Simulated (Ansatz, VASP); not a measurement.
# TaN in two plane-wave programs, part 3 of 3

One calculation is typed for both programs; each brings its own data sets. How far apart do they land? The cell is taken from a series of runs on this material, whose earlier steps may have relaxed, scaled, displaced or heated it; both programs get it as it stands.

VASP 6.6.1 and Ansatz 0.2.0.

So far: The structure; Ansatz: zone-centre phonons, LDA, pair 1; VASP: zone-centre phonons, LDA, pair 1; Side by side.

**5. VASP: zone-centre phonons, LDA, pair 2**

Level of this step: LDA; plane waves and PAW (N, Ta_pv) (VASP).

Second derivatives magnify differences that forces hide, and they need a tight electronic threshold. The cell compared in this pair holds 20.13 Å³, against 19.98 Å³ for the pair before.

INCAR reads:

```
SYSTEM = TaN
PREC = Accurate
ENCUT = 600
EDIFF = 1E-08
NELM = 120
ISMEAR = 1
SIGMA = 0.2
LREAL = .FALSE.
ALGO = Normal
GGA = PW92
NBANDS = 14
LASPH = .TRUE.
LORBIT = 11
LWAVE = .FALSE.
LCHARG = .FALSE.
ISIF = 2
IBRION = 8
GGA_COMPAT = .FALSE.
KPAR = 2
```

POSCAR reads:

```
TaN
1.0
    0.0000000000      2.1847485506      2.1085938827
    2.1847485506      0.0000000000      2.1085938827
    2.1847485506      2.1847485506      0.0000000000
N Ta
1 1
Direct
    0.0000000000      0.0000000000      0.0000000000
    0.5000000000      0.5000000000      0.5000000000
```

KPOINTS reads:

```
Automatic mesh
0
Gamma
16 16 16
0 0 0
```

The projector-augmented-wave data sets are N and Ta_pv (LDA family, release 64).

On the command line:

```bash
$ mpirun -np 2 vasp_std
```

Numbers of over 12 decimals in the logs are rounded to 6 here.

Log:

```text
[banner, memory and clock lines left out]
running    2 mpi-ranks, on    1 nodes
[...]
[... a notice as in an earlier step ...]

 LDA part: xc-table for (Slater(with rela. corr.)+PW92), standard interpolation
 POSCAR, INCAR and KPOINTS ok, starting setup
[...]
entering main loop
       N       E                     dE             d eps       ncg     rms          rms(c)
DAV:   1     0.943945890689E+02    0.94395E+02   -0.97925E+03  9788   0.135E+03
DAV:   2    -0.241419296190E+02   -0.11854E+03   -0.11149E+03 12042   0.330E+02
DAV:   3    -0.271329609948E+02   -0.29910E+01   -0.29574E+01 11088   0.472E+01
DAV:   4    -0.271467440289E+02   -0.13783E-01   -0.13779E-01 11650   0.341E+00
[...]
DAV:  11    -0.240980412386E+02    0.21039E-04   -0.49877E-05 10672   0.761E-02    0.155E-02
DAV:  12    -0.240980409337E+02    0.30488E-06   -0.29259E-06 12310   0.162E-02    0.239E-03
DAV:  13    -0.240980409328E+02    0.89176E-09   -0.63706E-08 11350   0.241E-03
   1 F= -.24098041E+02 E0= -.24098119E+02  d E =0.234542E-03
[...]
RMM:  11    -0.161708271718E+00   -0.36603E-07   -0.97550E-08 37757   0.759E-05    0.285E-06
RMM:  12    -0.161708258804E+00    0.12914E-07   -0.79237E-08 34169   0.374E-05    0.837E-07
RMM:  13    -0.161708255814E+00    0.29902E-08   -0.14748E-08 28817   0.196E-05    0.115E-06
 first order change of Fermi-energy  -0.12974E-03
 force on displaced ion       2 direction 1 :  -7.587   0.000   0.000
 Linear response progress:
  Degree of freedom:   4/  4
       N       E                     dE             d eps       ncg     rms          rms(c)
RMM:   1    -0.131979258070E+00   -0.13198E+00    0.11423E+01 10343   0.239E+01
RMM:   2    -0.161592383615E+00   -0.29613E-01   -0.26724E-02 15353   0.145E+00    0.128E-01
RMM:   3    -0.160809382715E+00    0.78300E-03   -0.19802E-03 17515   0.289E-01    0.593E-02
RMM:   4    -0.160283112358E+00    0.52627E-03   -0.20956E-04 18504   0.965E-02    0.189E-02
[...]
RMM:  11    -0.160086277714E+00   -0.13897E-06    0.10669E-07 19788   0.111E-04    0.622E-06
RMM:  12    -0.160086226720E+00    0.50993E-07    0.76038E-08 18495   0.600E-05    0.161E-06
RMM:  13    -0.160086221393E+00    0.53278E-08    0.66256E-08 19238   0.306E-05    0.254E-06
 first order change of Fermi-energy   0.74135E-04
 force on displaced ion       2 direction 3 :   0.000   0.000 -14.160
 Linear response finished
```

Parts of OUTCAR (step 5):

```text
  Total        0.2310151      0.2310151      3.7478375      0.0000000     -0.0000000      0.0000000
  in kB       18.3876041     18.3876041    298.3083980      0.0000000     -0.0000000      0.0000000
  external PRESSURE =     111.6945354 kB  Pullay stress =       0.0000000 kB

 POSITION                                       TOTAL-FORCE (eV/Angst)
 -----------------------------------------------------------------------------------
      0.00000      0.00000      0.00000         0.000000      0.000000     -0.000000
      2.18475      2.18475      2.10859        -0.000000     -0.000000      0.000000
 -----------------------------------------------------------------------------------
    total drift:                                0.000000     -0.000000     -0.000000

[... 1 part as in an earlier step ...]

[... 1 further part left out ...]
```

**6. Ansatz: zone-centre phonons, LDA, pair 2**

The same cell, functional (in two slightly different forms), mesh and smearing now go to Ansatz, which takes its cutoff from its data sets.

The cell is taken from a series of runs on this material, whose earlier steps may have relaxed, scaled, displaced or heated it; both programs get it as it stands.

input.yaml reads:

```yaml
crystal:
  lattice:
    - [0.0, 2.1847485506, 2.1085938827]
    - [2.1847485506, 0.0, 2.1085938827]
    - [2.1847485506, 2.1847485506, 0.0]
  atoms:
    - { symbol: "N", position: [0.0, 0.0, 0.0] }
    - { symbol: Ta, position: [0.5, 0.5, 0.5] }
kpoints:
  mp_grid: { grid: [16, 16, 16] }
hamiltonian:
  xc: lda
  pseudopotentials: { kind: paw, azcp: { folder: soft_1 }, xc_functional: pbe }
scf:
  occupations: { method: methfessel_paxton, width: 0.2 }
output:
  eigenvalues: true
phonons:
  method: dfpt
```

On the command line:

```bash
$ ansatz run input.yaml --threads 4 --pin off --max-ram 10240MiB --backend cpu --events-out ev --progress --plain --runs-dir out
```

Log:

```text
[...]
Crystal: 2 atoms, lattice volume = 20.129 Å³
Basis set: ecut = 420 eV, 395 PW (Γ), exchange–correlation on 48×48×48 points (8 copies of the dense FFT grid, shifted against one another)
Bands: 13, of which v1, the nominal top of the filled ones, is band 9 counted from 1 (8 counted from 0)
Symmetry: 16 space group operations
k-points: 621 of 4096 (irreducible under 8 space group operations)
[...]
k-point 2: bands = [... 5 lower, 16.9450, 17.3435, 17.5068, 20.7039, 20.7627, 21.0137, 23.6958, 24.0095, ... 4 higher]
  k-point 620: bands = [... 5 lower, 16.1391, 16.6184, 17.6675, 17.6675, 24.7965, 26.3708, 26.3708, 27.7873, ... 4 higher]
[...]
ASR residual: 2.181e-5 → 0.000e0 eV/Å²; symmetrization residual: 1.094e-6 eV/Å²
  ASR residual per site (eV/Å²): 2.18e-5 1.73e-5
  Γ frequencies (cm⁻¹): 0.00 0.00 0.00 397.47 397.47 541.05
[...]
[key lines of the parts left out:]
SCF converged after 8 iterations
Free energy (F): -10059.419844 eV
Fermi energy:    22.491736 eV
```

**7. Side by side**

What differs besides the data sets and the points named for the pairs above, as far as they apply: the data sets hold 18 valence electrons in Ansatz (on its PAW soft_1 files) and 16 in VASP. Total energies have different zeros and are not compared.

Both answers:

| quantity | Ansatz | VASP | difference |
| --- | --- | --- | --- |
| optical mode 1 to 2 (cm⁻¹) | 397.5 | 398.4 | -0.25 % |
| optical mode 3 (cm⁻¹) | 541.0 | 544.4 | -0.62 % |

Modes are paired by rising frequency, not by their patterns, so a pair may set unlike modes beside each other; they are those without the splitting of longitudinal modes.

**8. Results**

| Item | Value |
| --- | --- |
| r.m.s. difference of the optical zone-centre modes, each program's sorted by frequency (zone-centre phonons, LDA, pair 1) | 2.4 cm⁻¹ |
| difference in optical mode 3 (zone-centre phonons, LDA, pair 1) | -0.6 % |
| r.m.s. difference of the optical zone-centre modes, each program's sorted by frequency (zone-centre phonons, LDA, pair 2) | 2.1 cm⁻¹ |
| difference in optical mode 3 (zone-centre phonons, LDA, pair 2) | -0.6 % |

**Reading.** The r.m.s. difference of the optical zone-centre modes, each program's sorted by frequency is 2.4 cm⁻¹ (zone-centre phonons, LDA, pair 1). The data sets hold unlike numbers of valence electrons (18 in Ansatz and 16 in VASP), so part of the differences comes from the potentials. Among the rows given in per cent, the largest difference of the zone-centre phonons, LDA, pair 1 pair is in optical mode 3, -0.6 %. Among the rows given in per cent, the largest difference of the zone-centre phonons, LDA, pair 2 pair is in optical mode 3, -0.6 %. Such differences can come from data sets, numerical settings and the points named under the comparisons, not from the functional's error against experiment.

[Lines on the potential files, build, host, timing and source positions are cut from VASP's logs without a mark.]

[Logs are printed without paths, hosts, clocks, repeated set-up lines and the standing remarks that a program may print on its own settings, such as how far it seeks lower states.]

[Hosts, paths, dates, database ids (printed as entryN), source tags and the programs' standing remarks are cut or masked in the printed files.]
